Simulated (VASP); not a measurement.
Write the native input for VASP 6.6.1 that does the following.

| Quantity | Value |
| --- | --- |
| Task | single point |
| Functional | PBE |
| Potentials or basis | VASP PAW PBE potentials, release 64 (K_sv, Sr_sv) |
| Cutoff | 520 eV |
| k mesh | 2 × 3 × 2 |
| Occupations | fermi-dirac, width 0.05 eV |
| Spin | no spin polarisation |
| Dipole correction | no |
| Further INCAR settings | ALGO = Normal; EDIFF = 1e-06; NBANDS = 37 |

The structure of K2Sr lies in POSCAR:

```
K2Sr
1.0
    7.0730880000     -0.9784810000     -1.9892180000
    0.9475510000      6.2775490000     -2.2200130000
    0.3986110000     -0.4322420000      7.6106510000
K Sr
4 2
Direct
    0.9020544168      0.5722615034      0.0127486939
    0.8544482787      0.3976695836      0.4397719119
    0.1281029960      0.9260188200      0.5667685464
    0.6675981244      0.9683264354      0.7561633664
    0.3948629087      0.4271832951      0.6223208598
    0.4297249408      0.6320652639      0.1729169673
```

The cell was built by a generator and needn't be a form met in nature.

One way to write it, as run:

INCAR

```
PREC = Accurate
ENCUT = 520
EDIFF = 1E-6
ISMEAR = -1
SIGMA = 0.05
LREAL = False
LASPH = True
NELM = 60
ALGO = Normal
ISIF = 2
LWAVE = False
LCHARG = True
GGA = PE
LELF = True
LVHAR = True
NBANDS = 37
```

KPOINTS

```
regular mesh
0
Gamma
  2 3 2
```

Potentials or basis: VASP PAW PBE potentials, release 64 (K_sv, Sr_sv).

The run is started by

```bash
$ cat potpaw_PBE.64/K_sv/POTCAR potpaw_PBE.64/Sr_sv/POTCAR > POTCAR
$ mpirun -np 1 vasp_std > vasp.out
```

It gave:

```
Pressure               : 2.1 GPa
Largest force          : 0.475 eV/Å
Band gap on the k mesh : none (metal or under the smearing width)
```

Caveat: the k mesh is coarse (spacing up to 0.45 Å⁻¹), so the values aren't converged.

Run time: 95 s on 1 thread of Intel(R) Xeon(R) Platinum 8488C (Sapphire Rapids) (shared host), peak memory 0.42 GiB.
